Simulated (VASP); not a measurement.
Crystal: In.

```xyz
1
Lattice="-1.5944 1.5944 2.5114 1.5944 -1.5944 2.5114 1.5944 1.5944 -2.5114" Properties=species:S:1:pos:R:3 pbc="T T T"
In    0.0000    0.0000    0.0000
```

Program: VASP 6.6.1. Alike in all runs: no spin polarisation; cell as given; k mesh 16 × 16 × 16; cutoff (eV) 520; smearing methfessel-paxton 0.1 eV. Hardware: 4 MPI ranks on Intel(R) Xeon(R) 6975P-C (Granite Rapids) (shared host).

Problem. Order these runs on this cell by their wall time, lowest first.
A. task density of states; level PBE; potentials or basis VASP PAW PBE potentials, release 64 (In_d); k mesh for the DOS 24 × 24 × 24; occupations for the DOS tetrahedron
B. task band structure; level LDA; potentials or basis VASP PAW LDA potentials, release 64 (In_d)
C. task band structure; level r2SCAN; potentials or basis VASP PAW PBE potentials, release 64 (In_d)

Solution. B (22 s), A (48 s), C (97 s).

Caveats: spin-orbit coupling is left out, which moves the levels of the heavy elements (some runs).
